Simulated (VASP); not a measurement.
# InGaO (P-3m1) in VASP: density of states with PBE

Aim: the density of states of InGaO with PBE.

Program: VASP 6.6.1. These are calculated values, not measurements. Logs are shortened: lines on timing, memory, paths and dates and some standing lists are left out, and cuts for length are marked.

## 1. The structure

The structure is trigonal, space group P-3m1 (No. 164). The conventional cell has a = 3.158 Å, b = 3.158 Å, c = 14.116 Å, α = 90.00°, β = 90.00°, γ = 120.00°. In (site symmetry 3m) is surrounded by 9 In at 3.16 to 3.40 Å. Ga (site symmetry 3m) is surrounded by 3 O at 1.96 Å. O (site symmetry 3m) is surrounded by 3 Ga at 1.96 Å.

The cell was built by a generator and needn't be a form met in nature.

## 2. Density of states, PBE

File POSCAR:

```
InGaO                                   
1.0
    3.1583969037      0.0000000000      0.0000000000
   -1.5791984519      2.7352519542     -0.0000000000
    0.0000000000      0.0000000000     14.1159406348
  In              Ga              O             
     2     2     2
Direct
     0.3333333300000021    0.6666666699999979    0.6017848969182303
     0.6666666699999979    0.3333333300000021    0.3982151030817701
     0.0000000000000000    0.0000000000000000    0.0892050013054755
     1.0000000000000000    0.0000000000000000    0.9107949986945245
     0.3333333300000021    0.6666666699999979    0.1405306987145890
     0.6666666699999979    0.3333333300000021    0.8594693012854113
```

File INCAR.step1:

```
SYSTEM = InGaO
PREC = Accurate ; ENCUT = 520
EDIFF = 1E-6 ; ISMEAR = 0
SIGMA = 0.1 ; LREAL = .FALSE.
LASPH = .TRUE. ; NELM = 60
ALGO = Normal ; ISIF = 2
LWAVE = .FALSE. ; LCHARG = .TRUE.
GGA = PE ; NBANDS = 41
KPAR = 4
```

File KPOINTS.step1:

```
Automatic mesh
0
G
  10 10 4
  0 0 0
```

File INCAR.step2:

```
SYSTEM = InGaO
PREC = Accurate ; ENCUT = 520
EDIFF = 1E-6 ; ISMEAR = -5
SIGMA = 0.1 ; LREAL = .FALSE.
LASPH = .TRUE. ; NELM = 60
ALGO = Normal ; ISIF = 2
LWAVE = .FALSE. ; LCHARG = .FALSE.
GGA = PE ; LORBIT = 11
NBANDS = 41 ; KPAR = 4
NEDOS = 1001 ; ICHARG = 11
```

File KPOINTS.step2:

```
Automatic mesh
0
G
  15 15 6
  0 0 0
```

Potentials or basis: VASP PAW PBE potentials, release 64 (In_d, Ga_d, O).

Started as:

```
$ cat potpaw_PBE.64/In_d/POTCAR potpaw_PBE.64/Ga_d/POTCAR potpaw_PBE.64/O/POTCAR > POTCAR
$ cp INCAR.step1 INCAR
$ cp KPOINTS.step1 KPOINTS
$ mpirun -np 4 vasp_std > vasp.out
$ cp INCAR.step2 INCAR
$ cp KPOINTS.step2 KPOINTS
$ mpirun -np 4 vasp_std > vasp.out
```

OUTCAR:

```text
SYSTEM = InGaO
   PREC = Accurate
   ENCUT = 520
   EDIFF = 1E-6
   ISMEAR = -5
   LREAL = .FALSE.
   LASPH = .TRUE.
   NELM = 60
   ISIF = 2
   GGA = PE
   LORBIT = 11
   ICHARG = 11

 ion  position               nearest neighbor table
   1  0.333  0.667  0.602-   2 3.40   2 3.40   2 3.40
   2  0.667  0.333  0.398-   1 3.40   1 3.40   1 3.40
   3  0.000  0.000  0.089-   5 1.96   5 1.96   5 1.96   4 2.52
   4  0.000  0.000  0.911-   6 1.96   6 1.96   6 1.96   3 2.52
   5  0.333  0.667  0.141-   3 1.96   3 1.96   3 1.96
   6  0.667  0.333  0.859-   4 1.96   4 1.96   4 1.96

  LATTYP: Found a hexagonal cell.
 ALAT       =     3.1583969037
 C/A-ratio  =     4.4693371559

  Lattice vectors:

 A1 = (   3.1583969037,   0.0000000000,   0.0000000000)
 A2 = (  -1.5791984519,   2.7352519542,   0.0000000000)
 A3 = (   0.0000000000,   0.0000000000,  14.1159406348)

Analysis of symmetry for initial positions (statically):
=====================================================================
 Subroutine PRICEL returns:
 Original cell was already a primitive cell.

 Routine SETGRP: Setting up the symmetry group for a
 hexagonal supercell.

 Subroutine GETGRP returns: Found 12 space group operations
 (whereof 12 operations were pure point group operations)
 out of a pool of 24 trial point group operations.

The static configuration has the point symmetry D_3d.

Analysis of symmetry for dynamics (positions and initial velocities):
=====================================================================
 Subroutine PRICEL returns:
 Original cell was already a primitive cell.

 Routine SETGRP: Setting up the symmetry group for a
 hexagonal supercell.

 Subroutine GETGRP returns: Found 12 space group operations
 (whereof 12 operations were pure point group operations)
 out of a pool of 24 trial point group operations.

The dynamic configuration has the point symmetry D_3d.

 Subroutine INISYM returns: Found 12 space group operations
 (whereof 12 operations are pure point group operations),
 and found     1 'primitive' translations

----------------------------------------------------------------------------------------

                                     Primitive cell

  volume of cell :     121.9478

  direct lattice vectors                    reciprocal lattice vectors
     3.158396904  0.000000000  0.000000000     0.316616318  0.182798517  0.000000000
    -1.579198452  2.735251954  0.000000000     0.000000000  0.365597033  0.000000000
[... 110 lines left out ...]
   ISMEAR =    -5;   SIGMA  =   0.10  broadening in eV -4-tet -1-fermi 0-gaus
   EFERMI_NEDOS =   21; number of points for ismear=-14 and -15
   IALGO  =     38    algorithm
   IMIX   =      4    mixing-type and parameters
     AMIX     =   0.40;   BMIX     =  1.00
     AMIX_MAG =   1.60;   BMIX_MAG =  1.00
  volume/ion in A,a.u.               =      20.32       137.16
  Fermi-wavevector in a.u.,A,eV,Ry     =   1.320516  2.495413 23.725315  1.743761
  Thomas-Fermi vector in A             =   2.450336
   LORBIT       =     11    0 simple, 1 ext, 2 COOP (PROOUT), +10 PAW based schemes
   GGA     = PE    functional components
   LHFCALC =     F    Hartree Fock is set to
   AEXX    =    0.0000 exact exchange contribution
   IVDW    =     0    specifies the selected vdW correction
   LEPSILON=     F    determine dielectric tensor
   LRPA    =     F    only Hartree local field effects (RPA)
 non-spin polarized calculation
 Fermi weights with tetrahedron method with Bloechl corrections
  energy-cutoff  :      520.00
  volume of cell :      121.95
 maximum number of plane-waves:      3314

 number of electron      64.0000006 magnetization

 Free energy of the ion-electron system (eV)
  ---------------------------------------------------
  ext. energy  EPLUGINS =         0.00000000
  ---------------------------------------------------
  free energy    TOTEN  =       -26.24177297 eV

  energy without entropy =      -26.24177297  energy(sigma->0) =      -26.24177297

 E-fermi :   5.0884     XC(G=0):  -9.5894

 val. band max:        5.0885549865   @ k =  -0.0667   0.3333   0.1667
 cond. band min:       5.0856280713   @ k =   0.1333   0.0000   0.0000
 fundamental gap:     -0.0029269152
 Fermi energy:         5.0884190151

 k-point     1 :       0.0000    0.0000    0.0000
  band No.  band energies     occupation
      1     -15.3512      2.00000
      2     -15.2906      2.00000
      3     -10.5663      2.00000
      4     -10.5663      2.00000
      5     -10.5579      2.00000
      6     -10.5579      2.00000
[... 1045 lines left out ...]
     40       9.4416      0.00000
     41      10.6201      0.00000

 [... further k-points ...]

------------------------ aborting loop because EDIFF is reached ----------------------------------------

  FORCE on cell =-STRESS in cart. coord.  units (eV):
  Direction    XX          YY          ZZ          XY          YZ          ZX
  --------------------------------------------------------------------------------------
  -------------------------------------------------------------------------------------
  Total       -0.1446908     -0.1446908     -0.2532433      0.0000000      0.0000000      0.0000000
  in kB       -1.9009798     -1.9009798     -3.3271681      0.0000000      0.0000000      0.0000000
  external PRESSURE =      -2.3763759 kB  Pullay stress =       0.0000000 kB

 VOLUME and BASIS-vectors are now :
 -----------------------------------------------------------------------------
  energy-cutoff  :      520.00
  volume of cell :      121.95
      direct lattice vectors                 reciprocal lattice vectors
     3.158396904  0.000000000  0.000000000     0.316616318  0.182798517  0.000000000
    -1.579198452  2.735251954  0.000000000     0.000000000  0.365597033  0.000000000
     0.000000000  0.000000000 14.115940635     0.000000000  0.000000000  0.070841896

 POSITION                                       TOTAL-FORCE (eV/Angst)
 -----------------------------------------------------------------------------------
     -0.00000      1.82350      8.49476        -0.000000      0.000000      0.112327
      1.57920      0.91175      5.62118         0.000000     -0.000000     -0.112327
      0.00000      0.00000      1.25921         0.000000     -0.000000      0.014031
      0.00000      0.00000     12.85673         0.000000      0.000000     -0.014031
     -0.00000      1.82350      1.98372        -0.000000      0.000000     -0.012764
      1.57920      0.91175     12.13222         0.000000     -0.000000      0.012764
 -----------------------------------------------------------------------------------
    total drift:                               -0.000000      0.000000      0.000000

  FREE ENERGIE OF THE ION-ELECTRON SYSTEM (eV)
  ---------------------------------------------------
  free  energy   TOTEN  =       -26.2417729700 eV

  energy  without entropy=      -26.2417729700  energy(sigma->0) =      -26.24177297

 total charge

# of ion       s       p       d       tot
------------------------------------------
    1        1.005   0.493   9.846  11.344
    2        1.005   0.493   9.846  11.344
    3        0.830   0.715  10.097  11.641
    4        0.830   0.715  10.097  11.641
    5        1.571   3.420   0.000   4.991
    6        1.571   3.420   0.000   4.991
--------------------------------------------------
tot          6.811   9.256  39.886  55.953
```

OSZICAR.step1:

```text
N       E                     dE             d eps       ncg     rms          rms(c)
DAV:   1     0.688327715681E+03    0.68833E+03   -0.30274E+04  4238   0.241E+03
DAV:   2     0.101065798957E+03   -0.58726E+03   -0.55636E+03  4236   0.602E+02
DAV:   3    -0.208716568460E+02   -0.12194E+03   -0.11809E+03  4979   0.227E+02
DAV:   4    -0.293938525719E+02   -0.85222E+01   -0.84191E+01  5399   0.613E+01
DAV:   5    -0.296627902819E+02   -0.26894E+00   -0.26837E+00  5464   0.106E+01    0.115E+01
DAV:   6    -0.263845466346E+02    0.32782E+01   -0.14666E+01  7094   0.299E+01    0.493E+00
DAV:   7    -0.262603843615E+02    0.12416E+00   -0.14708E+00  4758   0.736E+00    0.265E+00
DAV:   8    -0.262440960927E+02    0.16288E-01   -0.45293E-01  5500   0.356E+00    0.879E-01
DAV:   9    -0.262280348771E+02    0.16061E-01   -0.86768E-02  6234   0.228E+00    0.310E-01
DAV:  10    -0.262286019059E+02   -0.56703E-03   -0.97550E-03  4544   0.575E-01    0.205E-01
DAV:  11    -0.262290154887E+02   -0.41358E-03   -0.28040E-03  7288   0.390E-01    0.607E-02
DAV:  12    -0.262290494124E+02   -0.33924E-04   -0.61799E-04  5782   0.213E-01    0.291E-02
DAV:  13    -0.262290367910E+02    0.12621E-04   -0.93821E-05  5878   0.822E-02    0.113E-02
DAV:  14    -0.262290366871E+02    0.10388E-06   -0.20374E-05  4653   0.283E-02    0.257E-03
DAV:  15    -0.262290371279E+02   -0.44085E-06   -0.38836E-06  4705   0.886E-03
   1 F= -.26229037E+02 E0= -.26223755E+02  d E =-.105645E-01
```

Run time: 1.9 min. Hardware: 4 MPI ranks of AMD EPYC 9R45 (Zen 5), shared host; peak memory 0.66 GiB.

Results:

```yaml
Valence_electrons_inside_the_program's_atomic_spheres: In 11.34; Ga 11.64; O 4.99
```

Levels at points of the mesh, in eV from the Fermi level:
```csv
k point,band 28,band 29,band 30,band 31,band 32,band 33,band 34,band 35,band 36,band 37
"(0.00, 0.00, 0.00)",-4.07,-4.04,-4.04,-3.04,-1.69,-0.91,2.22,2.41,7.08,7.30
"(0.00, 0.00, 0.50)",-4.07,-4.04,-4.04,-2.69,-2.25,-0.55,1.68,2.95,6.22,7.94
```

States per cell in windows of 1 eV (zero at the Fermi level; states under -8 eV left out):
```tsv
from (eV)	total	O5_p	O6_p	In1_p	In2_p	Ga3_p	Ga4_p
-8.0	1.44	0.22	0.22	0.01	0.01	0.03	0.03
-7.0	1.58	0.22	0.22	0.02	0.02	0.05	0.05
-6.0	3.74	0.79	0.79	0.03	0.03	0.18	0.18
-5.0	5.30	1.39	1.39	0.04	0.04	0.18	0.18
-4.0	0.70	0.02	0.02	0.04	0.04	0.00	0.00
-3.0	2.59	0.39	0.39	0.05	0.05	0.15	0.15
-2.0	0.91	0.03	0.03	0.11	0.11	0.01	0.01
-1.0	1.20	0.02	0.02	0.17	0.17	0.00	0.00
0.0	1.35	0.03	0.03	0.16	0.16	0.01	0.01
1.0	2.07	0.11	0.11	0.15	0.15	0.07	0.07
2.0	2.75	0.13	0.13	0.23	0.23	0.12	0.12
3.0	3.09	0.17	0.17	0.21	0.21	0.15	0.15
4.0	2.76	0.09	0.09	0.29	0.29	0.11	0.11
5.0	2.06	0.07	0.07	0.20	0.20	0.15	0.15
6.0	2.05	0.09	0.09	0.15	0.15	0.17	0.17
7.0	1.39	0.04	0.04	0.09	0.09	0.17	0.17
```

Caveat: tetrahedron occupations give inexact forces and stress in metals.
